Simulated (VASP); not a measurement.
Crystal: MgGe2.

```xyz
3
Lattice="2.9251 -3.0609 0.0000 2.9251 3.0609 0.0000 0.0000 0.0000 4.0957" Properties=species:S:1:pos:R:3 pbc="T T T"
Mg    2.9251    0.0000    2.0478
Ge    2.9251    0.0000    0.0000
Ge    0.0000    0.0000    0.0000
```

The cell was built by a generator and needn't be a form met in nature.

| Item | Value |
| --- | --- |
| Program | VASP 6.6.1 |
| Task | relaxation of cell and atoms |
| Functional | SCAN |
| Potentials or basis | VASP PAW PBE potentials, release 64 (Mg, Ge_d) |
| Cutoff | 600 eV |
| k mesh | 6 × 6 × 7 |
| Occupations | gaussian, width 0.05 eV |
| Spin | no spin polarisation |

At the start: pressure 13.5 GPa; volume 24.45 Å³/atom.

**Question.** How do energy, volume and symmetry change on relaxing?

**Answer.** Over 12 steps the energy falls by 1006.8 meV/atom and the volume is 22.96 Å³/atom (-6.1 %); space group P4/mmm (No. 123, to 0.05 Å).

Step by step:
| step | energy change (eV) | largest force (eV/Å) | pressure (GPa) | volume (Å³) |
| --- | --- | --- | --- | --- |
| 1 | 0.0000 | 0.0000 | 13.48 | 73.34 |
| 2 | -2.3605 | 0.0000 | -6.53 | 90.80 |
| 3 | -2.6283 | 0.0000 | -5.59 | 83.90 |
| 4 | -2.9478 | 0.0000 | -2.03 | 74.34 |
| 5 | -3.0001 | 0.0000 | -0.23 | 70.22 |
| 6 | -2.8677 | 0.0000 | 7.03 | 62.34 |
| 7 | -3.0064 | 0.0000 | 0.21 | 69.08 |
| 8 | -3.0081 | 0.0000 | 0.97 | 67.81 |
| 9 | -3.0083 | 0.0000 | 0.73 | 68.12 |
| 10 | -3.0190 | 0.0000 | 0.30 | 68.45 |
| 11 | -3.0196 | 0.0000 | 0.34 | 68.39 |
| 12 | -3.0203 | 0.0000 | 0.00 | 68.87 |

Final structure:
```xyz
3
Lattice="2.5884 -2.5890 0.0000 2.5884 2.5890 0.0000 0.0000 0.0000 5.1384" Properties=species:S:1:pos:R:3 pbc="T T T"
Mg    2.5884    0.0000    2.5692
Ge    2.5884    0.0000    0.0000
Ge    0.0000    0.0000    0.0000
```

Caveat: the PAW data sets were made with another functional, which shifts forces and pressure a little.
